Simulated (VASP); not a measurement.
Level of theory: PBE GGA, VASP's PBE PAW potentials (set 64) (plane waves; VASP).

The input files of a VASP run:

POSCAR:
```
TiCo
1
    3.0259830000     0.0000000000     0.0000000000
    0.0000000000     3.0685810000     0.0000000000
    0.0000000000     0.0000000000     3.0745450000
Ti Co
1 1
Direct
  0.0000000000   0.0000000000   0.0000000000
  0.5240180000   0.5000000000   0.5000000000
```

File KPOINTS:
```
Automatic mesh
0
Gamma
11 11 11
0 0 0
```

INCAR:
```
ALGO = Normal
EDIFF = 1E-6
ENCUT = 400
GGA = PE
ISIF = 2
ISMEAR = 1
ISYM = 0
LASPH = T
LCHARG = F
LMAXMIX = 4
LREAL = F
LWAVE = F
NELM = 100
PREC = Accurate
SIGMA = 0.1
SYSTEM = TiCo
```

POTCAR, in this order: Ti_sv Co (PBE.64 set). Program: vasp_std.

Problem. What does the run give for the energy per atom (σ→0), pressure, largest force, band gap (on the k-mesh)?

Solution. 
* **energy per atom (σ→0)**: -7.762 eV/atom
* **band gap (on the k-mesh)**: none (metal, semimetal or under 0.01 eV)
* **pressure**: -13.20 GPa
* **largest force**: 0.00399 Ha/bohr

File OSZICAR:
```
...
DAV:   9    -0.155394223009E+02   -0.35430E-01   -0.27682E-01 22576   0.460E+00    0.184E+00
DAV:  10    -0.155273229462E+02    0.12099E-01   -0.66864E-02 29356   0.317E+00    0.644E-01
DAV:  11    -0.155239083140E+02    0.34146E-02   -0.10268E-02 25088   0.106E+00    0.347E-01
DAV:  12    -0.155230980637E+02    0.81025E-03   -0.30228E-03 28432   0.447E-01    0.797E-02
DAV:  13    -0.155230503750E+02    0.47689E-04   -0.13392E-04 25324   0.968E-02    0.403E-02
DAV:  14    -0.155230403171E+02    0.10058E-04   -0.12362E-04 28072   0.102E-01    0.137E-02
DAV:  15    -0.155230395143E+02    0.80276E-06   -0.66641E-06 23562   0.315E-02
   1 F= -.15523040E+02 E0= -.15523120E+02  d E =0.241057E-03
```

The compound is TiCo in the CsCl type structure. The cell was not relaxed at this level, atoms are displaced from their ideal sites. The run is one of a series of settings (ISYM = 0 against the base run), some of them coarse on purpose. The run is not spin-polarised, so no magnetic state was tried. The electron count is odd and the run is not spin-polarised, which forces a metal.
